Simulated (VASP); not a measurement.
An input for Quantum ESPRESSO's pw.x (written as the equivalent of a VASP run, and not itself run):

```
&CONTROL
  calculation = 'vc-relax'
  pseudo_dir = './pseudo'
  outdir = './out'
  tprnfor = .true.
  tstress = .true.
  nstep = 40
  forc_conv_thr = 0.00078
/
&SYSTEM
  ibrav = 0
  nat = 2
  ntyp = 2
  ecutwfc = 82
  occupations = 'smearing'
  smearing = 'gaussian'
  degauss = 0.003675
  input_dft = 'pbesol'
/
&ELECTRONS
  conv_thr = 7.3e-08
  electron_maxstep = 100
/
&IONS
/
&CELL
/
ATOMIC_SPECIES
  Si 28.085 Si.upf
  C 12.011 C.upf
CELL_PARAMETERS angstrom
     0.0000000    2.1800000    2.1800000
     2.1800000    0.0000000    2.1800000
     2.1800000    2.1800000    0.0000000
ATOMIC_POSITIONS crystal
  Si   0.0000000  0.0000000  0.0000000
  C    0.2500000  0.2500000  0.2500000
K_POINTS automatic
  10 10 10 0 0 0
```

Problem. Translate this input to VASP (INCAR, KPOINTS, POSCAR, choice of POTCAR).

Solution. This is not unique; one that fits is 
File POSCAR:
```
SiC
1.0
  0.0000000000   2.1800000000   2.1800000000
  2.1800000000   0.0000000000   2.1800000000
  2.1800000000   2.1800000000   0.0000000000
Si C
1 1
Cart
  0.0000000000   0.0000000000   0.0000000000
  1.0900000000   1.0900000000   1.0900000000
```

**KPOINTS**
```
Automatic mesh
0
Gamma
10 10 10
0 0 0
```

INCAR:
```
ISIF=3   ! ions, shape and volume
SYSTEM=SiC
NSW=40   ! most ionic steps
LCHARG=.FALSE.
EDIFFG=-0.02   ! ionic stop
NELM=100   ! most electronic steps
SIGMA=0.05
EDIFF=1E-6
PREC=Accurate
GGA=PS   ! PBEsol
LWAVE=.FALSE.
ALGO=Normal   ! blocked Davidson
ENCUT=620   ! plane-wave cut-off (eV)
LREAL=.FALSE.   ! projection in real space or not
LASPH=.TRUE.
ISMEAR=0   ! Gaussian
IBRION=2   ! conjugate gradients
```

POTCAR, in this order: Si C (PBE.64 set). Program: vasp_std.

What does not carry over: the potentials are each code's own (VASP's PAW set, PseudoDojo norm-conserving files in pw.x), so ENCUT and ecutwfc are chosen apart and not converted; conv_thr bounds pw.x's estimated SCF error, while EDIFF bounds the energy change between steps; forc_conv_thr acts on force components and is met together with etot_conv_thr.

The compound is SiC in the zinc blende structure. The cell was not relaxed at this level.
